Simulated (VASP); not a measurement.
Here is the system:

```yaml
crystal:
  lattice:
    - [0.00000, 2.93937, 2.93937]
    - [2.93937, 0.00000, 2.93937]
    - [2.93937, 2.93937, 0.00000]
  atoms:
    - { symbol: Al, position: [0.25000, 0.25000, 0.25000] }
    - { symbol: Al, position: [0.75000, 0.75000, 0.75000] }
    - { symbol: Pt, position: [0.00000, 0.00000, 0.00000] }
```

Calculation: PBE GGA with D3 dispersion (zero damping), VASP's PBE PAW potentials (set 64) (plane waves; VASP 6.6.1). Settings: 520 eV cut-off, Gaussian smearing of 0.050 eV, potentials Al Pt.

Unless said otherwise, spin-orbit coupling is left out, though it shifts the bands of the heavy elements here.

Q: Estimate the band gap (along the path) with the smallest direct gap where there is one.

A: 
```
Property                                                      Value
-------------------------  ----------------------------------------
band gap (along the path)  none (metal, semimetal or under 0.01 eV)
```

The absolute energy has meaning only against runs of the same code, potentials and settings.

The compound is PtAl2 in the fluorite structure. It was relaxed first.
